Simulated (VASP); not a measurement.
A convergence study with VASP on MoS$_{2}$ (space group no. 194 when undisturbed): a few settings are varied, all else stays as given below, so the limit is that of these other settings. One atom is moved off its site, so that forces are finite.

```yaml
crystal:
  lattice:
    - [1.57210, -2.72296, 0.00000]
    - [1.57210, 2.72296, 0.00000]
    - [0.00000, 0.00000, 12.23850]
  atoms:
    - { symbol: Mo, position: [0.33333, 0.66667, 0.25409] }
    - { symbol: Mo, position: [0.66667, 0.33333, 0.75000] }
    - { symbol: S, position: [0.33333, 0.66667, 0.87900] }
    - { symbol: S, position: [0.66667, 0.33333, 0.37900] }
    - { symbol: S, position: [0.66667, 0.33333, 0.12100] }
    - { symbol: S, position: [0.33333, 0.66667, 0.62100] }
```

All values below come from PBE GGA, VASP's PBE PAW potentials (set 64) (plane waves; VASP 6.6.1). The last row used: 300 eV cut-off, 17×17×4 Γ-centred mesh shifted by (0.5, 0.5, 0.5), Fermi-Dirac smearing of 0.010 eV, potentials Mo_sv S.

```json
[
 {"setting": "2×2×1 mesh", "E (eV/atom)": "(withheld)", "pressure (GPa)": "(withheld)", "largest force (eV/Å)": "(withheld)", "irreducible k-points": "2"},
 {"setting": "3×3×1 mesh", "E (eV/atom)": "-7.2568", "pressure (GPa)": "2.61", "largest force (eV/Å)": "1.472", "irreducible k-points": "4"},
 {"setting": "4×4×1 mesh", "E (eV/atom)": "-7.2496", "pressure (GPa)": "2.77", "largest force (eV/Å)": "1.484", "irreducible k-points": "6"},
 {"setting": "5×5×1 mesh", "E (eV/atom)": "-7.2563", "pressure (GPa)": "2.61", "largest force (eV/Å)": "1.478", "irreducible k-points": "9"},
 {"setting": "5×5×2 mesh", "E (eV/atom)": "-7.2507", "pressure (GPa)": "2.77", "largest force (eV/Å)": "1.488", "irreducible k-points": "15"},
 {"setting": "6×6×2 mesh", "E (eV/atom)": "-7.2508", "pressure (GPa)": "2.78", "largest force (eV/Å)": "(withheld)", "irreducible k-points": "21"},
 {"setting": "7×7×2 mesh", "E (eV/atom)": "-7.2507", "pressure (GPa)": "2.77", "largest force (eV/Å)": "1.488", "irreducible k-points": "28"},
 {"setting": "8×8×2 mesh", "E (eV/atom)": "-7.2508", "pressure (GPa)": "2.77", "largest force (eV/Å)": "1.488", "irreducible k-points": "36"},
 {"setting": "9×9×2 mesh", "E (eV/atom)": "-7.2508", "pressure (GPa)": "2.77", "largest force (eV/Å)": "1.488", "irreducible k-points": "45"},
 {"setting": "10×10×3 mesh", "E (eV/atom)": "-7.2507", "pressure (GPa)": "2.78", "largest force (eV/Å)": "1.488", "irreducible k-points": "85"},
 {"setting": "11×11×3 mesh", "E (eV/atom)": "-7.2507", "pressure (GPa)": "2.77", "largest force (eV/Å)": "1.488", "irreducible k-points": "102"},
 {"setting": "13×13×3 mesh", "E (eV/atom)": "-7.2507", "pressure (GPa)": "2.77", "largest force (eV/Å)": "1.488", "irreducible k-points": "140"},
 {"setting": "14×14×4 mesh", "E (eV/atom)": "-7.2507", "pressure (GPa)": "2.77", "largest force (eV/Å)": "1.488", "irreducible k-points": "210"},
 {"setting": "16×16×4 mesh", "E (eV/atom)": "-7.2507", "pressure (GPa)": "2.78", "largest force (eV/Å)": "1.488", "irreducible k-points": "272"},
 {"setting": "17×17×4 mesh", "E (eV/atom)": "-7.2507", "pressure (GPa)": "2.77", "largest force (eV/Å)": "1.488", "irreducible k-points": "306"}
]
```

What belongs in the gaps?

- 2×2×1 mesh, E (eV/atom): -7.3736
- 2×2×1 mesh, pressure (GPa): 1.14
- 2×2×1 mesh, largest force (eV/Å): 1.363
- 6×6×2 mesh, largest force (eV/Å): 1.489

Left out are rungs that failed or repeat a setting and relaxations that didn't move; long series are thinned to 24 rows.

The structure is a typed MoS2 crystal (space group no. 194). The cell was not relaxed at this level, it is distorted from the ideal structure.
